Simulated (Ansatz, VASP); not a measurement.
# ZnS in two plane-wave programs, part 2 of 2

Aim: how closely do two programs agree when they are given the same cell, functional and k mesh? The cell is taken from a series of runs on this material, whose earlier steps may have relaxed, scaled, displaced or heated it; both programs get it as it stands.

VASP 6.6.1 and Ansatz 0.2.0.

So far: The structure; VASP: zone-centre phonons, LDA, pair 1; Ansatz: zone-centre phonons, LDA, pair 1; Comparison.

## 5. Ansatz: zone-centre phonons, LDA, pair 2

Level of this step: Ansatz beside VASP: Kohn-Sham DFT, plane waves, LDA (Ansatz).

Second derivatives magnify differences that forces hide, and they need a tight electronic threshold. The cell compared in this pair holds 37.71 Å³, against 36.60 Å³ for the pair before.

The cell is taken from a series of runs on this material, whose earlier steps may have relaxed, scaled, displaced or heated it; both programs get it as it stands.

input.yaml reads:

```yaml
crystal:
  lattice:
    - [0.0, 2.6615935663, 2.6615935663]
    - [2.6615935663, 0.0, 2.6615935663]
    - [2.6615935663, 2.6615935663, 0.0]
  atoms:
    - { symbol: Zn, position: [0.25, 0.25, 0.25] }
    - { symbol: S, position: [0.0, 0.0, 0.0] }
kpoints:
  mp_grid: { grid: [8, 8, 8] }
hamiltonian:
  xc: lda
scf:
  occupations: { method: fixed }
output:
  eigenvalues: true
phonons:
  method: dfpt
```

Run with:

```console
> ansatz run input.yaml --threads 4 --pin off --max-ram 7168MiB --backend cpu --events-out ev --progress --plain --runs-dir out
```

Numbers of over 12 decimals in the logs are rounded to 6 here.

The log of the run:

```text
[...]
Crystal: 2 atoms, lattice volume = 37.710 Å³
Basis set: ecut = 420 eV, 725 PW (Γ), exchange–correlation on 54×54×54 points (8 copies of the dense FFT grid, shifted against one another)
Bands: 13, of which v1, the nominal top of the filled ones, is band 9 counted from 1 (8 counted from 0)
Symmetry: 24 space group operations
k-points: 59 of 512 (irreducible under 8 space group operations, time reversal used)
[...]
k-point 1: bands = [... 5 lower, -0.0308, 4.9165, 5.9470, 5.9470, 9.0144, 12.2197, 12.5646, 12.5646]
  k-point 2: bands = [... 5 lower, -0.0275, 3.0938, 5.5957, 5.5957, 9.4989, 12.9461, 12.9510, 12.9510]
  k-point 58: bands = [... 5 lower, 0.4296, 1.2107, 3.0808, 3.1590, 11.6188, 12.2008, 13.8651, 14.0785]
[...]
ASR residual: 3.946e-5 → 0.000e0 eV/Å²; symmetrization residual: 8.815e-7 eV/Å²
  ASR residual per site (eV/Å²): 2.93e-5 3.95e-5
  Γ frequencies (cm⁻¹): 0.00 0.00 0.00 283.55 283.55 283.55
[...]
[key lines of the parts left out:]
SCF converged after 8 iterations
Free energy (F): -4117.436806 eV
Fermi energy:    6.109994 eV
```

## 6. VASP: zone-centre phonons, LDA, pair 2

The same cell, functional (in two slightly different forms) and mesh now go to VASP, with its own data sets.

INCAR reads:

```
SYSTEM = ZnS
PREC = Accurate
ENCUT = 500
EDIFF = 1E-08
NELM = 120
ISMEAR = 0
SIGMA = 0.01
LREAL = .FALSE.
ALGO = Normal
GGA = CA
NBANDS = 15
LORBIT = 11
LWAVE = .FALSE.
LCHARG = .FALSE.
ISIF = 2
IBRION = 8
LASPH = .TRUE.
GGA_COMPAT = .FALSE.
EFERMI = MIDGAP
KPAR = 2
```

POSCAR reads:

```
ZnS
1.0
    0.0000000000      2.6615935663      2.6615935663
    2.6615935663      0.0000000000      2.6615935663
    2.6615935663      2.6615935663      0.0000000000
Zn S
1 1
Direct
    0.2500000000      0.2500000000      0.2500000000
    0.0000000000      0.0000000000      0.0000000000
```

KPOINTS reads:

```
Automatic mesh
0
Gamma
8 8 8
0 0 0
```

PAW data sets: Zn and S (LDA family, release 64).

Run with:

```console
> mpirun -np 2 vasp_std
```

The log of the run:

```text
[... set-up lines as in an earlier step ...]
 entering main loop
       N       E                     dE             d eps       ncg     rms          rms(c)
DAV:   1     0.836363674104E+02    0.83636E+02   -0.86194E+03   870   0.144E+03
DAV:   2    -0.324514547028E+01   -0.86882E+02   -0.81034E+02  1017   0.267E+02
DAV:   3    -0.858435377084E+01   -0.53392E+01   -0.53146E+01  1087   0.634E+01
DAV:   4    -0.864023418285E+01   -0.55880E-01   -0.55867E-01  1073   0.694E+00
[...]
DAV:  11    -0.820617303459E+01    0.31849E-05   -0.94142E-06  1361   0.629E-02    0.371E-03
DAV:  12    -0.820617316279E+01   -0.12821E-06   -0.12217E-06   982   0.985E-03    0.144E-03
DAV:  13    -0.820617315776E+01    0.50338E-08   -0.34244E-08  1150   0.155E-03
   1 F= -.82061732E+01 E0= -.82061732E+01  d E =0.000000E+00
 Linear response reoptimize wavefunctions to high precision
DAV:   1    -0.820617315874E+01   -0.98453E-09   -0.52169E-09  1010   0.612E-04
DAV:   2    -0.820617315878E+01   -0.39563E-10   -0.30007E-10   638   0.178E-04
 Linear response DOF=           2
 Linear response progress:
[...]
RMM:   9    -0.210097793586E+00    0.18048E-06    0.65657E-09  5592   0.779E-05    0.121E-05
RMM:  10    -0.210097757854E+00    0.35732E-07    0.58041E-09  5676   0.483E-05    0.143E-06
RMM:  11    -0.210097758355E+00   -0.50084E-09    0.12473E-08  5011   0.369E-05    0.595E-07
 first order change of Fermi-energy   0.30941E+00
 force on displaced ion       1 direction 1 :  -6.490  -0.000  -0.000
 Linear response progress:
  Degree of freedom:   2/  2
       N       E                     dE             d eps       ncg     rms          rms(c)
RMM:   1    -0.105225890754E+00   -0.10523E+00    0.52171E-02  7043   0.228E+00
RMM:   2    -0.103035911282E+00    0.21900E-02   -0.47453E-03  4615   0.660E-01    0.171E-01
RMM:   3    -0.103420001277E+00   -0.38409E-03   -0.34068E-04  4963   0.146E-01    0.852E-02
RMM:   4    -0.103803343042E+00   -0.38334E-03   -0.59765E-05  5004   0.527E-02    0.165E-02
[...]
RMM:  12    -0.103804163194E+00    0.11650E-07    0.24387E-07  4684   0.305E-05    0.251E-07
RMM:  13    -0.103804164840E+00   -0.16460E-08    0.22288E-07  3138   0.277E-05    0.122E-07
RMM:  14    -0.103804167042E+00   -0.22017E-08    0.21888E-07  2467   0.270E-05    0.665E-08
 first order change of Fermi-energy  -0.30906E+00
 force on displaced ion       2 direction 1 :  -6.421  -0.000  -0.000
 Linear response finished
```

From OUTCAR (step 6):

```text
  Total       -0.2394894     -0.2394894     -0.2394894     -0.0000000     -0.0000000      0.0000000
  in kB      -10.1751705    -10.1751705    -10.1751705     -0.0000000     -0.0000000      0.0000000
  external PRESSURE =     -10.1751705 kB  Pullay stress =       0.0000000 kB

 POSITION                                       TOTAL-FORCE (eV/Angst)
 -----------------------------------------------------------------------------------
      1.33080      1.33080      1.33080        -0.000000     -0.000000     -0.000000
      0.00000      0.00000      0.00000         0.000000      0.000000      0.000000
 -----------------------------------------------------------------------------------
    total drift:                               -0.000001     -0.000001     -0.000001

[... 1 part as in an earlier step ...]

[... 1 further part left out ...]
```

## 7. Differences

Both answers:

| quantity | Ansatz | VASP | difference |
| --- | --- | --- | --- |
| optical mode 1 to 3 (cm⁻¹) | 283.6 | 285.4 | -0.64 % |

Modes are paired by rising frequency, not by their patterns, so a pair may set unlike modes beside each other; they are those without the splitting of longitudinal modes.

## 8. Summary of results

```
r.m.s. difference of the optical zone-centre modes, each program's sorted by frequency (zone-centre phonons, LDA, pair 1) : 1.4 cm⁻¹
r.m.s. difference of the optical zone-centre modes, each program's sorted by frequency (zone-centre phonons, LDA, pair 2) : 1.8 cm⁻¹
difference in optical mode 1 to 3 (zone-centre phonons, LDA, pair 2)                                                      : -0.6 %
```

What this shows: The r.m.s. difference of the optical zone-centre modes, each program's sorted by frequency is 1.4 cm⁻¹ (zone-centre phonons, LDA, pair 1). Among the rows given in per cent, the largest difference of the zone-centre phonons, LDA, pair 2 pair is in optical mode 1 to 3, -0.6 %. How closely two codes agree says nothing of how well the functional describes the real material.

[Lines on the potential files, build, host, timing and source positions are cut from VASP's logs without a mark.]

[Logs are printed without paths, hosts, clocks, repeated set-up lines and the standing remarks that a program may print on its own settings, such as how far it seeks lower states.]

[Hosts, paths, dates, database ids (printed as entryN), source tags and the programs' standing remarks are cut or masked in the printed files.]
